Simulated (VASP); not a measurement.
Data:

```
Yb
1.0
    0.00000     2.67055     2.67055
    2.67055     0.00000     2.67055
    2.67055     2.67055     0.00000
Yb
1
Direct
  0.00000   0.00000   0.00000
```

Calculation: r2SCAN+rVV10, VASP's PBE PAW potentials (set 64) (plane waves; VASP). Numerical set-up: 520 eV cut-off, 10×10×10 Γ-centred mesh, tetrahedra with Blöchl corrections, potentials Yb_2.

The 4f electrons are frozen in the core of the lanthanide potential, so 4f levels, which can set the real gap, and their magnetism are missing.

Give the energies of bands 4 to 7 at the high-symmetry points, in eV from the Fermi level.

```json
[
 {"band": "4", "Γ": "-5.17", "X": "-1.02", "U": "-0.23", "L": "-1.59", "W": "0.00"},
 {"band": "5", "Γ": "3.49", "X": "0.53", "U": "0.36", "L": "0.11", "W": "0.96"},
 {"band": "6", "Γ": "3.49", "X": "1.58", "U": "1.27", "L": "3.19", "W": "0.96"},
 {"band": "7", "Γ": "3.49", "X": "7.23", "U": "4.96", "L": "3.19", "W": "3.13"}
]
```

It has no gap at this level: it comes out as a metal or semimetal.

The compound is Yb in the fcc structure. It was relaxed first, which changed the volume by -7 %.
